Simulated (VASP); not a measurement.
Method: PBE GGA, VASP's PBE PAW potentials (set 64) (plane waves; VASP).

The input files of a VASP run:

**POSCAR**
```
SiO2
1.0
  2.5052433124  -4.3392088241   0.0000000000
  2.5052433124   4.3392088241   0.0000000000
  0.0000000000   0.0000000000   5.5037801550
Si O
3 6
Direct
  0.0000000000   0.4748116890   0.3333330000
  0.5251883110   0.5251883110   1.0000000000
  0.4748116890   0.0000000000   0.6666670000
  0.2589386625   0.4147554966   0.2076984688
  0.5852445034   0.8441831659   0.8743654688
  0.7410613375   0.1558168341   0.4589675312
  0.8441831659   0.5852445034   0.1256345312
  0.4147554966   0.2589386625   0.7923015312
  0.1558168341   0.7410613375   0.5410324688
```

**KPOINTS**
```
Automatic mesh
0
Gamma
6 6 5
0 0 0
```

**INCAR**
```
SYSTEM = SiO2
PREC = Accurate
ENCUT = 520
EDIFF = 1E-7
NELM = 100
ALGO = Normal
LREAL = .FALSE.
LASPH = .TRUE.
ISMEAR = -5
GGA = PE
LWAVE = .FALSE.
LCHARG = .TRUE.
LORBIT = 11
NEDOS = 601
ISIF = 2
LEFG = .TRUE.
```

POTCAR, in this order: Si O (PBE.64 set). Program: vasp_std.

The run wrote:

**OSZICAR**
```
       N       E                     dE             d eps       ncg     rms          rms(c)
DAV:   1     0.318409278610E+03    0.31841E+03   -0.25496E+04  1566   0.152E+03
DAV:   2    -0.586083117850E+02   -0.37702E+03   -0.36947E+03  2047   0.339E+02
DAV:   3    -0.802422618571E+02   -0.21634E+02   -0.21566E+02  1826   0.926E+01
DAV:   4    -0.805402454328E+02   -0.29798E+00   -0.29746E+00  1876   0.117E+01
DAV:   5    -0.805460632219E+02   -0.58178E-02   -0.58155E-02  1801   0.162E+00    0.248E+01
DAV:   6    -0.710919160718E+02    0.94541E+01   -0.43233E+01  1786   0.366E+01    0.114E+01
DAV:   7    -0.711250237254E+02   -0.33108E-01   -0.10349E+00  1905   0.555E+00    0.438E+00
DAV:   8    -0.711299310420E+02   -0.49073E-02   -0.47362E-02  1826   0.182E+00    0.155E+00
DAV:   9    -0.711420520457E+02   -0.12121E-01   -0.21783E-02  1806   0.123E+00    0.351E-01
DAV:  10    -0.711437614903E+02   -0.17094E-02   -0.44060E-03  1821   0.391E-01    0.107E-01
DAV:  11    -0.711436235785E+02    0.13791E-03   -0.14459E-03  1831   0.229E-01    0.166E-02
DAV:  12    -0.711436312152E+02   -0.76368E-05   -0.34231E-05  1826   0.381E-02    0.148E-02
DAV:  13    -0.711436334469E+02   -0.22317E-05   -0.13127E-05  1816   0.213E-02    0.309E-03
DAV:  14    -0.711436339489E+02   -0.50195E-06   -0.49159E-07  1826   0.439E-03    0.771E-04
DAV:  15    -0.711436339452E+02    0.36880E-08   -0.22553E-08  1183   0.976E-04
   1 F= -.71143634E+02 E0= -.71143634E+02  d E =0.000000E+00
```

**OUTCAR**
```
------------------------ aborting loop because EDIFF is reached ----------------------------------------
  FORCE on cell =-STRESS in cart. coord.  units (eV):
  Direction    XX          YY          ZZ          XY          YZ          ZX
  --------------------------------------------------------------------------------------
  Total        0.0957574      0.0957574      0.0339073      0.0000000      0.0000000      0.0000000
  in kB        1.2821280      1.2821281      0.4539969      0.0000000      0.0000000      0.0000000
  external PRESSURE =       1.0060843 kB  Pullay stress =       0.0000000 kB
  volume of cell :      119.66
      direct lattice vectors                 reciprocal lattice vectors
     2.505243312 -4.339208824  0.000000000     0.199581413 -0.115228379  0.000000000
     2.505243312  4.339208824  0.000000000     0.199581413  0.115228379  0.000000000
     0.000000000  0.000000000  5.503780155     0.000000000  0.000000000  0.181693304
 POSITION                                       TOTAL-FORCE (eV/Angst)
 -----------------------------------------------------------------------------------
      1.18952      2.06031      1.83459         0.008493      0.014711     -0.000000
      2.63145      0.00000      0.00000        -0.016987      0.000000     -0.000000
      1.18952     -2.06031      3.66919         0.008493     -0.014711     -0.000000
      1.68777      0.67612      1.14313        -0.004024     -0.007668     -0.016500
      3.58106      1.12359      4.81232         0.008653      0.000350     -0.016500
      2.24690     -2.53950      2.52606        -0.004629     -0.007319      0.016500
      3.58106     -1.12359      0.69146         0.008653     -0.000350      0.016500
      1.68777     -0.67612      4.36065        -0.004024      0.007668      0.016500
      2.24690      2.53950      2.97772        -0.004629      0.007319     -0.016500
 -----------------------------------------------------------------------------------
    total drift:                               -0.001491      0.000980      0.000001
  FREE ENERGIE OF THE ION-ELECTRON SYSTEM (eV)
  ---------------------------------------------------
  free  energy   TOTEN  =       -71.1436339452 eV

  energy  without entropy=      -71.1436339452  energy(sigma->0) =      -71.14363395

 total charge

# of ion       s       p       d       tot
------------------------------------------
    1        0.637   0.976   0.000   1.612
    2        0.637   0.976   0.000   1.612
    3        0.637   0.976   0.000   1.612
    4        1.547   3.687   0.000   5.234
    5        1.547   3.687   0.000   5.234
    6        1.547   3.687   0.000   5.234
    7        1.547   3.687   0.000   5.234
    8        1.547   3.687   0.000   5.234
    9        1.547   3.687   0.000   5.234
--------------------------------------------------
tot         11.193  25.051   0.000  36.244

 Electric field gradients after diagonalization (V/A^2)
 (convention: |V_zz| > |V_xx| > |V_yy|)
----------------------------------------------------------------------
 ion       V_xx      V_yy      V_zz     asymmetry (V_yy - V_xx)/ V_zz
----------------------------------------------------------------------
   1      -6.917    -1.661     8.578       0.613
   2      -6.918    -1.661     8.578       0.613
   3      -6.918    -1.661     8.578       0.613
   4     -56.049   -38.412    94.461       0.187
   5     -56.049   -38.411    94.461       0.187
   6     -56.049   -38.412    94.461       0.187
   7     -56.050   -38.411    94.461       0.187
   8     -56.049   -38.412    94.461       0.187
   9     -56.049   -38.412    94.461       0.187
```
(Selected blocks of OUTCAR.)

The compound is SiO2 in the quartz structure. It was relaxed first, which changed the volume by +6 %.
